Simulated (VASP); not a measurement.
Computed with r2SCAN meta-GGA, VASP's PBE PAW potentials (set 64) (plane waves; VASP).

VASP input:

File KPOINTS:
```
Regular mesh
0
G
 5 5 3
```

### INCAR
```
! general
SYSTEM  = Ca(CdAs)2
PREC    = Accurate
ENCUT   = 400
LREAL   = .FALSE.
LASPH   = .TRUE.

! electronic loop
EDIFF   = 1E-6
NELM    = 100
ALGO    = Normal
LMAXMIX = 4
LMIXTAU = .TRUE.

! smearing
ISMEAR  = 0
SIGMA   = 0.05

! functional
METAGGA = R2SCAN

! ions
IBRION  = 2
NSW     = 60
ISIF    = 3
EDIFFG  = -0.02

! output
LWAVE   = .FALSE.
LCHARG  = .FALSE.
```

### POSCAR
```
Ca(CdAs)2
1
    4.3775348950     0.0000000000     0.0000000000
   -2.1887674475     3.7910562210     0.0000000000
    0.0000000000     0.0000000000     7.0427215339
Ca Cd As
1 2 2
Direct
  0.0000000000   0.0000000000   0.0000000000
  0.3333330000   0.6666670000   0.6330427794
  0.6666670000   0.3333330000   0.3669572206
  0.3333330000   0.6666670000   0.2318330729
  0.6666670000   0.3333330000   0.7681669271
```

POTCAR, in this order: Ca_sv Cd As (PBE.64 set). Program: vasp_std.

Output

### OUTCAR
```
 ion  position               nearest neighbor table
   1  0.000  0.000  0.000-   4 3.01   5 3.01   4 3.01   5 3.01   5 3.01   4 3.01
   2  0.333  0.667  0.633-   5 2.70   5 2.70   5 2.70   4 2.83   3 3.15   3 3.15   3 3.15
   3  0.667  0.333  0.367-   4 2.70   4 2.70   4 2.70   5 2.83   2 3.15   2 3.15   2 3.15
   4  0.333  0.667  0.232-   3 2.70   3 2.70   3 2.70   2 2.83   1 3.01   1 3.01   1 3.01
   5  0.667  0.333  0.768-   2 2.70   2 2.70   2 2.70   3 2.83   1 3.01   1 3.01   1 3.01
  LATTYP: Found a hexagonal cell.
 ALAT       =     4.3775348950
 C/A-ratio  =     1.6088327570
 Subroutine PRICEL returns:
 Original cell was already a primitive cell.
 Subroutine GETGRP returns: Found 12 space group operations
The static configuration has the point symmetry D_3d.
The dynamic configuration has the point symmetry D_3d.
 Subroutine INISYM returns: Found 12 space group operations
 Subroutine IBZKPT returns following result:
 Found     12 irreducible k-points:

 Following reciprocal coordinates:
            Coordinates               Weight
  0.000000  0.000000  0.000000      1.000000
  0.200000  0.000000  0.000000      6.000000
  0.400000 -0.000000  0.000000      6.000000
  0.200000  0.200000  0.000000      6.000000
  0.400000  0.200000  0.000000      6.000000
  0.000000  0.000000  0.333333      2.000000
  0.200000  0.000000  0.333333      6.000000
  0.000000  0.200000  0.333333      6.000000
  0.400000 -0.000000  0.333333      6.000000
  0.000000  0.400000  0.333333      6.000000
  0.200000  0.200000  0.333333     12.000000
  0.400000  0.200000  0.333333     12.000000
   k-points           NKPTS =     12   k-points in BZ     NKDIM =     12   number of bands    NBANDS=     26
   number of dos      NEDOS =    301   number of ions     NIONS =      5
   total plane-waves  NPLWV =  43200
   dimension x,y,z NGX =    30 NGY =   30 NGZ =   48
   dimension x,y,z NGXF=    60 NGYF=   60 NGZF=   96
   ions per type =               1   2   2
   PREC   = accura    normal or accurate (medium, high low for compatibility)
   ISTART =      0    job   : 0-new  1-cont  2-samecut
...
```

### OSZICAR
```
       N       E                     dE             d eps       ncg     rms          rms(c)
DAV:   1     0.220623359441E+03    0.22062E+03   -0.19271E+04   624   0.134E+03
DAV:   2    -0.745028136913E+02   -0.29513E+03   -0.28919E+03   652   0.373E+02
DAV:   3    -0.913057403908E+02   -0.16803E+02   -0.16692E+02   958   0.834E+01
DAV:   4    -0.917313329347E+02   -0.42559E+00   -0.42486E+00   920   0.992E+00
DAV:   5    -0.917371395683E+02   -0.58066E-02   -0.58041E-02   918   0.110E+00    0.813E+00
DAV:   6    -0.838659526307E+02    0.78712E+01   -0.12643E+01   768   0.373E+01    0.104E+01
DAV:   7    -0.811546323153E+02    0.27113E+01   -0.13155E+00   702   0.988E+00    0.692E+00
DAV:   8    -0.814772045756E+02   -0.32257E+00   -0.62627E-01   674   0.733E+00    0.972E-01
DAV:   9    -0.797461459124E+02    0.17311E+01   -0.12155E+00   670   0.686E+00    0.706E-01
DAV:  10    -0.799610835843E+02   -0.21494E+00   -0.13338E-01   660   0.222E+00    0.618E-01
DAV:  11    -0.801159869426E+02   -0.15490E+00   -0.39625E-02   728   0.107E+00    0.349E-01
DAV:  12    -0.802660042994E+02   -0.15002E+00   -0.15632E-01   668   0.222E+00    0.178E-01
DAV:  13    -0.802581238744E+02    0.78804E-02   -0.17469E-02   680   0.946E-01    0.204E-01
DAV:  14    -0.802681109270E+02   -0.99871E-02   -0.64357E-03   670   0.429E-01    0.105E-01
DAV:  15    -0.802709076634E+02   -0.27967E-02   -0.43694E-03   668   0.333E-01    0.509E-02
DAV:  16    -0.802710479127E+02   -0.14025E-03   -0.83106E-04   740   0.142E-01    0.667E-02
DAV:  17    -0.802709410885E+02    0.10682E-03   -0.92627E-05   684   0.702E-02    0.540E-02
DAV:  18    -0.802710706491E+02   -0.12956E-03   -0.63015E-04   660   0.158E-01    0.126E-02
DAV:  19    -0.802711851209E+02   -0.11447E-03   -0.11426E-04   652   0.936E-02    0.115E-02
DAV:  20    -0.802711789325E+02    0.61884E-05   -0.56691E-06   808   0.157E-02    0.101E-02
DAV:  21    -0.802711841752E+02   -0.52427E-05   -0.26612E-06   548   0.105E-02    0.451E-03
DAV:  22    -0.802711865510E+02   -0.23759E-05   -0.15136E-05   742   0.200E-02    0.564E-03
DAV:  23    -0.802711874892E+02   -0.93818E-06   -0.66081E-07   380   0.598E-03
   1 F= -.80271187E+02 E0= -.80271187E+02  d E =-.802712E+02
       N       E                     dE             d eps       ncg     rms          rms(c)
DAV:   1    -0.808105228301E+02   -0.53934E+00   -0.13602E+01   670   0.392E+01    0.599E+00
DAV:   2    -0.803284707223E+02    0.48205E+00   -0.13828E+00   728   0.144E+01    0.210E+00
DAV:   3    -0.803002294774E+02    0.28241E-01   -0.14903E-01   730   0.359E+00    0.185E+00
DAV:   4    -0.802381594829E+02    0.62070E-01   -0.13058E-01   952   0.242E+00    0.304E-01
DAV:   5    -0.802865194168E+02   -0.48360E-01   -0.30860E-02   690   0.116E+00    0.212E-01
DAV:   6    -0.802845527729E+02    0.19666E-02   -0.37819E-03   790   0.440E-01    0.157E-01
DAV:   7    -0.802889488885E+02   -0.43961E-02   -0.36559E-03   694   0.436E-01    0.314E-02
DAV:   8    -0.802890240294E+02   -0.75141E-04   -0.21694E-04   764   0.121E-01    0.171E-02
DAV:   9    -0.802889407172E+02    0.83312E-04   -0.20830E-04   696   0.115E-01    0.842E-03
DAV:  10    -0.802890609119E+02   -0.12019E-03   -0.75788E-05   666   0.765E-02    0.363E-03
DAV:  11    -0.802890607553E+02    0.15669E-06   -0.75492E-06   706   0.250E-02
   2 F= -.80289061E+02 E0= -.80289061E+02  d E =-.178733E-01
       N       E                     dE             d eps       ncg     rms          rms(c)
DAV:   1    -0.803221390529E+02   -0.33078E-01   -0.78823E-01   662   0.925E+00    0.132E+00
DAV:   2    -0.802924090403E+02    0.29730E-01   -0.89453E-02   720   0.352E+00    0.455E-01
DAV:   3    -0.802912761188E+02    0.11329E-02   -0.90042E-03   720   0.851E-01    0.387E-01
DAV:   4    -0.802865208730E+02    0.47552E-02   -0.94409E-03   940   0.650E-01    0.656E-02
DAV:   5    -0.802908708119E+02   -0.43499E-02   -0.29494E-03   662   0.362E-01    0.479E-02
DAV:   6    -0.802908241376E+02    0.46674E-04   -0.43431E-04   764   0.158E-01    0.403E-02
DAV:   7    -0.802909623841E+02   -0.13825E-03   -0.18394E-04   660   0.106E-01    0.579E-03
DAV:   8    -0.802909589847E+02    0.33995E-05   -0.19462E-05   654   0.369E-02    0.446E-03
DAV:   9    -0.802909682581E+02   -0.92735E-05   -0.18616E-05   704   0.350E-02    0.281E-03
DAV:  10    -0.802909683456E+02   -0.87469E-07   -0.50641E-06   478   0.191E-02
   3 F= -.80290968E+02 E0= -.80290968E+02  d E =-.197809E-01
       N       E                     dE             d eps       ncg     rms          rms(c)
DAV:   1    -0.802951819104E+02   -0.42137E-02   -0.18848E-01   628   0.289E+00    0.282E-01
DAV:   2    -0.802942890158E+02    0.89289E-03   -0.56829E-03   752   0.563E-01    0.126E-01
DAV:   3    -0.802941335376E+02    0.15548E-03   -0.86497E-04   708   0.235E-01    0.559E-02
DAV:   4    -0.802940098697E+02    0.12367E-03   -0.29681E-04   650   0.136E-01    0.188E-02
DAV:   5    -0.802940688813E+02   -0.59012E-04   -0.20616E-04   640   0.114E-01    0.137E-02
DAV:   6    -0.802940999098E+02   -0.31028E-04   -0.60185E-05   638   0.595E-02    0.548E-03
DAV:   7    -0.802941058993E+02   -0.59895E-05   -0.52917E-06   740   0.172E-02    0.195E-03
DAV:   8    -0.802941050073E+02    0.89193E-06   -0.98522E-07   412   0.702E-03
   4 F= -.80294105E+02 E0= -.80294105E+02  d E =-.313666E-02
       N       E                     dE             d eps       ncg     rms          rms(c)
DAV:   1    -0.803033076874E+02   -0.92018E-02   -0.10774E+00   624   0.691E+00    0.677E-01
DAV:   2    -0.802981793455E+02    0.51283E-02   -0.32387E-02   744   0.135E+00    0.300E-01
DAV:   3    -0.802972760810E+02    0.90326E-03   -0.50185E-03   724   0.557E-01    0.133E-01
DAV:   4    -0.802966088154E+02    0.66727E-03   -0.16524E-03   652   0.321E-01    0.450E-02
DAV:   5    -0.802969128526E+02   -0.30404E-03   -0.11635E-03   642   0.270E-01    0.324E-02
DAV:   6    -0.802971150339E+02   -0.20218E-03   -0.33870E-04   646   0.141E-01    0.130E-02
DAV:   7    -0.802971434270E+02   -0.28393E-04   -0.28614E-05   776   0.396E-02    0.475E-03
DAV:   8    -0.802971417557E+02    0.16713E-05   -0.58190E-06   596   0.171E-02    0.209E-03
DAV:   9    -0.802971452117E+02   -0.34560E-05   -0.21331E-06   470   0.119E-02    0.664E-04
DAV:  10    -0.802971448485E+02    0.36320E-06   -0.27626E-07   342   0.454E-03
   5 F= -.80297145E+02 E0= -.80297145E+02  d E =-.617650E-02
```

File OUTCAR:
```
------------------------ aborting loop because EDIFF is reached ----------------------------------------
  FORCE on cell =-STRESS in cart. coord.  units (eV):
  Direction    XX          YY          ZZ          XY          YZ          ZX
  --------------------------------------------------------------------------------------
  Total        0.0486094      0.0486094     -0.0264300      0.0000000      0.0000000      0.0000000
  in kB        0.6454698      0.6454698     -0.3509566      0.0000000      0.0000000      0.0000000
  external PRESSURE =       0.3133277 kB  Pullay stress =       0.0000000 kB
  volume of cell :      120.66
      direct lattice vectors                 reciprocal lattice vectors
     4.404596219 -0.000000000 -0.000000000     0.227035567  0.131079053 -0.000000000
    -2.202298109  3.814492011  0.000000000     0.000000000  0.262158106 -0.000000000
     0.000000000  0.000000000  7.181449090    -0.000000000 -0.000000000  0.139247663
 POSITION                                       TOTAL-FORCE (eV/Angst)
 -----------------------------------------------------------------------------------
      0.00000      0.00000      0.00000        -0.000000     -0.000000     -0.000000
     -0.00000      2.54300      4.54984         0.000000     -0.000000      0.000837
      2.20230      1.27150      2.63161        -0.000000      0.000000     -0.000837
     -0.00000      2.54300      1.69778         0.000000      0.000000      0.006164
      2.20230      1.27150      5.48367        -0.000000     -0.000000     -0.006164
 -----------------------------------------------------------------------------------
    total drift:                               -0.000000      0.000000      0.000000
  FREE ENERGIE OF THE ION-ELECTRON SYSTEM (eV)
  ---------------------------------------------------
  free  energy   TOTEN  =       -80.2971448485 eV

  energy  without entropy=      -80.2971448485  energy(sigma->0) =      -80.29714485

 reached required accuracy - stopping structural energy minimisation
```
(Selected blocks of OUTCAR.)

CONTCAR:
```
Ca(CdAs)2
   1.00000000000000
     4.4045962187817471   -0.0000000000000000   -0.0000000000000000
    -2.2022981093908736    3.8144920111187623    0.0000000000000000
     0.0000000000000000    0.0000000000000000    7.1814490897622942
  Ca              Cd              As
     1     2     2
Direct
     0.0000000000000000    0.0000000000000000    0.0000000000000000
     0.3333330000000032    0.6666669999999968    0.6335544192181579
     0.6666669999999968    0.3333330000000032    0.3664455807818421
     0.3333330000000032    0.6666669999999968    0.2364119009865981
     0.6666669999999968    0.3333330000000032    0.7635880990134020
```

Energy and stress use the plane-wave basis of the starting cell.

The structure comes from a computed database's CaCd2As2 entry (P-3m1); how it stands against other phases isn't given here. This run relaxes it. Symmetry was kept, so distortions that lower it aren't found. The start is the result of an earlier pass.
